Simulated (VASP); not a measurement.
Elastic constants (GPa) of a crystal from LDA (Ceperley-Alder, Perdew-Zunger), VASP's LDA PAW potentials (set 64) (VASP):

```csv
,xx,yy,zz,yz,xz,xy
xx,162.5,50.0,50.0,0.0,0.0,0.0
yy,50.0,162.5,50.0,0.0,0.0,0.0
zz,50.0,50.0,162.5,0.0,0.0,0.0
yz,0.0,0.0,0.0,69.4,0.0,0.0
xz,0.0,0.0,0.0,0.0,69.4,0.0
xy,0.0,0.0,0.0,0.0,0.0,69.4
```

Problem. Work out the Voigt, Reuss and Hill moduli, Young's modulus and Poisson's ratio.

Solution. All eigenvalues are positive (smallest 69.4 GPa), so the crystal is stable. K_V = (C11+C22+C33+2(C12+C13+C23))/9 = (487.5 + 2×150.0)/9 = 87.5 GPa; G_V = (487.5 − 150.0 + 3×208.2)/15 = 64.1 GPa. From the compliances, K_R = 87.5 GPa and G_R = 63.5 GPa. Hill: K = 87.5 GPa, G = 63.8 GPa, E = 9KG/(3K+G) = 154.0 GPa, ν = (3K−2G)/(2(3K+G)) = 0.207. K/G = 1.37, below Pugh's 1.75; universal anisotropy A^U = 0.05.

Problem. With a density of 2.89 g/cm³, what are the mean sound speeds?

Solution. v_l = √((K+4G/3)/ρ) = 7.72 km/s and v_t = √(G/ρ) = 4.70 km/s. The crystal is LiF (rock salt), cubic.

The compound is LiF in the rock salt structure. It was relaxed first, which changed the volume by -9 %.
